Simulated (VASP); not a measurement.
VASP runs on SrCl₂ (space group Fm-3m) share one base input (PBE GGA, plane waves, VASP's PBE PAW potentials (set 64)) and change the settings named in each case.

### KPOINTS
```
Automatic mesh
0
Gamma
4 4 4
0 0 0
```

### POSCAR
```
SrCl2
3.5636390
  0.0000000000   1.0000000000   1.0000000000
  1.0000000000   0.0000000000   1.0000000000
  1.0000000000   1.0000000000   0.0000000000
Sr Cl
1 2
Cartesian
  0.0000000000   0.0000000000   0.0000000000
  0.5000000000   0.5000000000   0.5000000000
  1.5000000000   1.5000000000   1.5000000000
```

**INCAR**
```
SYSTEM  =  SrCl2
PREC  =  Accurate; ENCUT  =  300; LREAL  =  F
LASPH  =  T
EDIFF  =  1E-6; NELM  =  100; ALGO  =  Normal
LMAXMIX  =  4
ISMEAR  =  -1; SIGMA  =  0.02
GGA  =  PE
ISIF  =  2
LWAVE  =  F; LCHARG  =  F
```

POTCAR, in this order: Sr_sv Cl (PBE.64 set). Program: vasp_std.

```
change                                                                                                                          E(σ→0) (eV/atom)  pressure (GPa)
------------------------------------------------------------------------------------------------------------------------------  ----------------  --------------
base run                                                                                                                                 -4.2599           -1.31
GGA removed, POTCAR Sr_sv Cl (LDA.64 set)                                                                                                -4.6327           -4.67
GGA_COMPAT = .FALSE., LNONCOLLINEAR = .TRUE., LSORBIT = .TRUE., MAGMOM = 0.0 0.0 0.0 0.0 0.0 0.0 0.0 0.0 0.0, program vasp_ncl           -4.2896           -1.31
KPOINTS 5×5×5 Γ-centred mesh                                                                                                             -4.2598           -1.32
```
 Energies of different potentials or functionals have different zeros.  At 300 eV the pressure can carry a Pulay error.

Left out are runs that ran out of time, are held back, or changed the cell or the kind of run, fixed moments of cells without a moment, rows past the twelfth, gaps on odd meshes, pressures of charged cells and columns that move by less than the noise.

The structure is a typed SrCl2 crystal (Fm-3m). The cell was not relaxed at this level, its lattice was scaled by up to 2.5 %.
